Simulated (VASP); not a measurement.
Consider the following.

```
CELL_PARAMETERS angstrom
     -1.43500     1.43500     1.43500
      1.43500    -1.43500     1.43500
      1.43500     1.43500    -1.43500
ATOMIC_POSITIONS crystal
  Fe 0.00000 0.00000 0.00000
```
Starting moments (μB, in the order of the record's atoms Fe): 2.5.

Method: revTPSS meta-GGA, VASP's PBE PAW potentials (set 64) (plane waves; VASP). Settings: 520 eV cut-off, 16×16×16 Γ-centred mesh, first-order Methfessel-Paxton smearing of 0.10 eV, potentials Fe.

Energy and stress use the plane-wave basis of the starting cell.

Task: The ions, cell shape and volume are relaxed. Give the cell that the relaxation ends in.

Result: 
```
CELL_PARAMETERS angstrom
     -1.39815     1.39815     1.39815
      1.39815    -1.39815     1.39815
      1.39815     1.39815    -1.39815
ATOMIC_POSITIONS crystal
  Fe 0.00000 0.00000 0.00000
```
Space group Im-3m (229), at a tolerance of 0.03 Å. The cell ends with 2.19 μB, on the sites 2.15 μB.

Task: How do energy and volume change from the first to the last step?

Result: The energy (σ→0) changes by -40.9 meV/atom and the volume by -7.5 %, in 4 ionic steps.

The compound is Fe in the bcc structure. This run relaxes it. Symmetry was kept, so distortions that lower it aren't found.
